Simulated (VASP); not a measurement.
Input:

```
CELL_PARAMETERS angstrom
      0.00000     3.54406     3.54406
      3.54406     0.00000     3.54406
      3.54406     3.54406     0.00000
ATOMIC_POSITIONS crystal
  Ba 0.00000 0.00000 0.00000
  Te 0.50000 0.50000 0.50000
```

Method: PBE GGA, VASP's PBE PAW potentials (set 64) (plane waves; VASP). Run with 400 eV cut-off, 12×12×12 Γ-centred mesh, Gaussian smearing of 0.010 eV, potentials Ba_sv Te.

### Question
Give the direction-averaged independent-particle dielectric function (no local fields, no excitons; a broadening of 0.1 eV leaves a tail below the gap, and fine structure carries the noise of the k-mesh).

### Answer

| ħω (eV) | ε₁ | ε₂ |
|---|---|---|
| 0.00 | 6.48 | 0.00 |
| 0.20 | 6.49 | 0.01 |
| 0.40 | 6.53 | 0.03 |
| 0.60 | 6.61 | 0.04 |
| 0.80 | 6.71 | 0.06 |
| 1.00 | 6.86 | 0.09 |
| 1.20 | 7.06 | 0.12 |
| 1.40 | 7.33 | 0.16 |
| 1.60 | 7.72 | 0.24 |
| 1.80 | 8.32 | 0.45 |
| 2.00 | 8.94 | 1.15 |
| 2.20 | 9.35 | 2.36 |
| 2.40 | 8.96 | 3.01 |
| 2.60 | 8.71 | 3.47 |
| 2.80 | 8.69 | 4.34 |
| 3.00 | 7.99 | 5.12 |
| 3.20 | 7.77 | 4.97 |
| 3.40 | 7.60 | 6.00 |
| 3.60 | 6.79 | 6.52 |
| 3.80 | 6.41 | 6.62 |
| 4.00 | 6.58 | 7.09 |
| 4.20 | 5.33 | 8.65 |
| 4.40 | 4.56 | 7.40 |
| 4.60 | 4.32 | 8.32 |
| 4.80 | 3.71 | 9.73 |
| 5.00 | 0.86 | 9.47 |
| 5.20 | 0.65 | 7.34 |
| 5.40 | 1.06 | 7.53 |
| 5.60 | -0.27 | 8.29 |
| 5.80 | -1.34 | 7.21 |
| 6.00 | -1.47 | 6.14 |
| 6.20 | -2.14 | 5.85 |
| 6.40 | -2.31 | 5.24 |
| 6.60 | -2.66 | 4.33 |
| 6.80 | -2.81 | 3.35 |
| 7.00 | -2.50 | 2.65 |
| 7.20 | -2.05 | 1.93 |
| 7.40 | -1.20 | 1.61 |
| 7.60 | -1.46 | 1.94 |
| 7.90 | -0.91 | 1.02 |
ε₂ peaks at 4.2 eV (height 8.7), 4.9 eV (height 10.0); ε₁(0) averages 6.48, so the electronic refractive index below the gap tends to √6.48 = 2.54.

The compound is BaTe in the rock salt structure. It was relaxed first.
